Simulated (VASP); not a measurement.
```xyz
2
Lattice="3.7513 0.0000 0.0000 -1.8757 3.2487 0.0000 0.0000 0.0000 3.6611" Properties=species:S:1:pos:R:3 pbc="T T T"
Au     0.0000     0.0000     0.0000
I      1.8757     1.0829     1.8306
```

The base run (VASP): PBE GGA, plane waves, VASP's PBE PAW potentials (set 64). Numerical set-up: 400 eV cut-off, 7×7×7 Γ-centred mesh, Gaussian smearing of 0.050 eV, potentials Au I.

One setting is varied; ΔE counts from the base run. The base run took about 4 core-seconds. Times come from single runs on busy shared machines, so they are rough: good to a factor of about 2.

Pressures at a finite cut-off, here 400 eV, hold a Pulay part, which this task's highest cut-off puts under 0.2 GPa.

```tsv
setting	cost over the base run	electronic steps	ΔE (meV/atom)	pressure (GPa)
base run	reference	12	0.0	19.54
ISYM = 1	within a factor of 2	12	0.0	19.54
SYMPREC = 1E-3	within a factor of 2	12	0.0	19.54
ISYM = 0	about 5 times	12	0.0	19.54
ISYM = -1	___	12	0.0	19.54
```

Problem. Some entries are withheld; supply them.

Solution. 
- ISYM = -1, cost over the base run: about 7 times

Left out are runs that failed, have no time on record or changed the cell.

The structure was generated: AuI was put into the WC type (P-6m2), which need not be its known phase. The cell was not relaxed at this level.
